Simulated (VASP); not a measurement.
Input for VASP

**KPOINTS**
```
Automatic mesh
0
Gamma
10 10 10
0 0 0
```

### POSCAR
```
CaF2
1
    0.0000000000     2.7599560000     2.7599560000
    2.7599560000     0.0000000000     2.7599560000
    2.7599560000     2.7599560000     0.0000000000
Ca F
1 2
Direct
  0.0000000000   0.0000000000   0.0000000000
  0.7500000000   0.7500000000   0.7500000000
  0.2500000000   0.2500000000   0.2500000000
```

### INCAR
```
! general
SYSTEM  =  CaF2
PREC    =  Accurate
ENCUT   =  400
LREAL   =  .False.
LASPH   =  .True.

! electronic loop
EDIFF   =  1E-6
NELM    =  100
ALGO    =  Normal

! smearing
ISMEAR  =  0
SIGMA   =  0.01

! functional
GGA     =  PE

! ions
ISIF    =  2

! output
LWAVE   =  .False.
LCHARG  =  .False.
```

POTCAR, in this order: Ca_sv F (PBE.64 set). Program: vasp_std.

### Question
Write an equivalent input for Ansatz.

### Answer
One equivalent input (not run):
Ansatz 0.2 input:
```yaml
crystal:
  lattice:
    - [0.0000000, 2.7599560, 2.7599560]
    - [2.7599560, 0.0000000, 2.7599560]
    - [2.7599560, 2.7599560, 0.0000000]
  atoms:
    - { symbol: Ca, position: [0.0000000, 0.0000000, 0.0000000] }
    - { symbol: F, position: [0.7500000, 0.7500000, 0.7500000] }
    - { symbol: F, position: [0.2500000, 0.2500000, 0.2500000] }
kpoints:
  mp_grid: { grid: [10, 10, 10] }
hamiltonian:
  xc: pbe
  pseudopotentials: { kind: paw }
scf:
  occupations: { method: gaussian, width: 0.01 }
  max_iter: 100
output: { forces: true, stress: true, eigenvalues: true }
```
What does not carry over: each code has its own PAW files, so the cut-off isn't converted (ENCUT is set for VASP's; basis.ecutwfc is left out, and Ansatz then takes the one that its files recommend); Ansatz stops its SCF on the density residual and VASP on the energy change (EDIFF).

The structure comes from a computed database's CaF2 entry; how it stands against other phases isn't given here. The cell was not relaxed at this level.
